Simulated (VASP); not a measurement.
Level of theory: r2SCAN meta-GGA, VASP's PBE PAW potentials (set 64) (plane waves; VASP 6.6.1).

The input files of a VASP run:

KPOINTS:
```
Automatic mesh
0
Gamma
12 12 14
0 0 0
```

**INCAR**
```
SYSTEM = HfGe
PREC = Accurate
ENCUT = 400
EDIFF = 1E-7
NELM = 100
ALGO = Normal
LREAL = .FALSE.
LASPH = .TRUE.
ISMEAR = -5
METAGGA = R2SCAN
LMIXTAU = .TRUE.
LMAXMIX = 6
LWAVE = .FALSE.
LCHARG = .FALSE.
LORBIT = 11
NEDOS = 601
ISIF = 2
```

### POSCAR
```
HfGe
1
    4.0533107086    -0.0000000000    -0.0000000000
   -2.0266553543     3.5102697712    -0.0000000000
    0.0000000000    -0.0000000000     2.9942157317
Hf Ge
1 1
Direct
  0.0000000000   0.0000000000   0.0000000000
  0.6666670000   0.3333330000   0.5000000000
```

### KPOINTS_OPT
```
k-points along high-symmetry lines
6
Line-mode
Reciprocal
  0.000000   0.000000   0.000000 ! GAMMA
  0.500000   0.000000   0.000000 ! M

  0.500000   0.000000   0.000000 ! M
  0.333333   0.333333   0.000000 ! K

  0.333333   0.333333   0.000000 ! K
  0.000000   0.000000   0.000000 ! GAMMA

  0.000000   0.000000   0.000000 ! GAMMA
  0.000000   0.000000   0.500000 ! A

  0.000000   0.000000   0.500000 ! A
  0.500000   0.000000   0.500000 ! L

  0.500000   0.000000   0.500000 ! L
  0.333333   0.333333   0.500000 ! H

  0.333333   0.333333   0.500000 ! H
  0.000000   0.000000   0.500000 ! A

  0.500000   0.000000   0.500000 ! L
  0.500000   0.000000   0.000000 ! M

  0.333333   0.333333   0.500000 ! H
  0.333333   0.333333   0.000000 ! K
```

POTCAR, in this order: Hf_pv Ge_d (PBE.64 set). Program: vasp_std.

The run wrote:

### OSZICAR
```
       N       E                     dE             d eps       ncg     rms          rms(c)
DAV:   1     0.761066822403E+02    0.76107E+02   -0.11960E+04  4968   0.288E+03
DAV:   2    -0.524971831792E+02   -0.12860E+03   -0.12743E+03  5528   0.485E+02
DAV:   3    -0.641103467609E+02   -0.11613E+02   -0.11600E+02  6352   0.103E+02
DAV:   4    -0.643770564808E+02   -0.26671E+00   -0.26659E+00  5856   0.175E+01
DAV:   5    -0.643821205038E+02   -0.50640E-02   -0.50621E-02  6432   0.254E+00    0.471E+01
DAV:   6    -0.597566819119E+02    0.46254E+01   -0.21535E+00  6152   0.118E+01    0.293E+01
DAV:   7    -0.596552334924E+02    0.10145E+00   -0.15570E+00  6136   0.911E+00    0.239E+00
DAV:   8    -0.598557852723E+02   -0.20055E+00   -0.93319E-01  5024   0.864E+00    0.524E+00
DAV:   9    -0.597664376100E+02    0.89348E-01   -0.26071E-01  5184   0.385E+00    0.498E-01
DAV:  10    -0.597736896136E+02   -0.72520E-02   -0.18648E-02  5816   0.137E+00    0.225E-01
DAV:  11    -0.597736347485E+02    0.54865E-04   -0.17955E-02  5280   0.926E-01    0.482E-01
DAV:  12    -0.597744827883E+02   -0.84804E-03   -0.52102E-03  4952   0.522E-01    0.105E-01
DAV:  13    -0.597766641990E+02   -0.21814E-02   -0.10422E-03  5264   0.217E-01    0.487E-02
DAV:  14    -0.597772340060E+02   -0.56981E-03   -0.10126E-03  5208   0.214E-01    0.647E-02
DAV:  15    -0.597772582252E+02   -0.24219E-04   -0.19625E-05  6688   0.365E-02    0.628E-02
DAV:  16    -0.597772780085E+02   -0.19783E-04   -0.89038E-06  5080   0.190E-02    0.440E-02
DAV:  17    -0.597772901359E+02   -0.12127E-04   -0.83926E-05  5224   0.539E-02    0.196E-02
DAV:  18    -0.597772948075E+02   -0.46716E-05   -0.35423E-06  5272   0.132E-02    0.581E-03
DAV:  19    -0.597772983209E+02   -0.35133E-05   -0.70214E-07  4560   0.555E-03    0.219E-03
DAV:  20    -0.597772960444E+02    0.22765E-05   -0.55951E-08  3168   0.292E-03    0.827E-04
DAV:  21    -0.597772980182E+02   -0.19738E-05   -0.70146E-08  3008   0.173E-03    0.651E-04
DAV:  22    -0.597772970062E+02    0.10120E-05   -0.14810E-08  2664   0.967E-04    0.220E-04
DAV:  23    -0.597772969319E+02    0.74260E-07   -0.37017E-09  2648   0.595E-04
   1 F= -.59777297E+02 E0= -.59777297E+02  d E =0.000000E+00
       N       E                     dE             ncg
```

File OUTCAR:
```
------------------------ aborting loop because EDIFF is reached ----------------------------------------
  FORCE on cell =-STRESS in cart. coord.  units (eV):
  Direction    XX          YY          ZZ          XY          YZ          ZX
  --------------------------------------------------------------------------------------
  Total        0.0722462      0.0722462     -0.1333833     -0.0000000      0.0000000      0.0000000
  in kB        2.7170169      2.7170165     -5.0162440     -0.0000000      0.0000000      0.0000000
  external PRESSURE =       0.1392631 kB  Pullay stress =       0.0000000 kB
  volume of cell :       42.60
      direct lattice vectors                 reciprocal lattice vectors
     4.053310709  0.000000000  0.000000000     0.246711903  0.142439195  0.000000000
    -2.026655354  3.510269771  0.000000000     0.000000000  0.284878390  0.000000000
     0.000000000  0.000000000  2.994215732     0.000000000  0.000000000  0.333977271
 POSITION                                       TOTAL-FORCE (eV/Angst)
 -----------------------------------------------------------------------------------
      0.00000      0.00000      0.00000         0.000000     -0.000000      0.000000
      2.02666      1.17009      1.49711        -0.000000      0.000000      0.000000
 -----------------------------------------------------------------------------------
    total drift:                               -0.001129      0.000645      0.000000
  FREE ENERGIE OF THE ION-ELECTRON SYSTEM (eV)
  ---------------------------------------------------
  free  energy   TOTEN  =       -59.7772969319 eV

  energy  without entropy=      -59.7772969319  energy(sigma->0) =      -59.77729693

 total charge

# of ion       s       p       d       tot
------------------------------------------
    1        0.331   6.402   1.568   8.301
    2        1.114   1.417  10.005  12.537
--------------------------------------------------
tot          1.445   7.820  11.573  20.838
```
(Selected blocks of OUTCAR.)

For a metal the tetrahedron method with Blöchl corrections gives inexact stress and forces.

The structure was generated: HfGe was put into the WC type (P-6m2), which need not be its known phase. It was relaxed first.
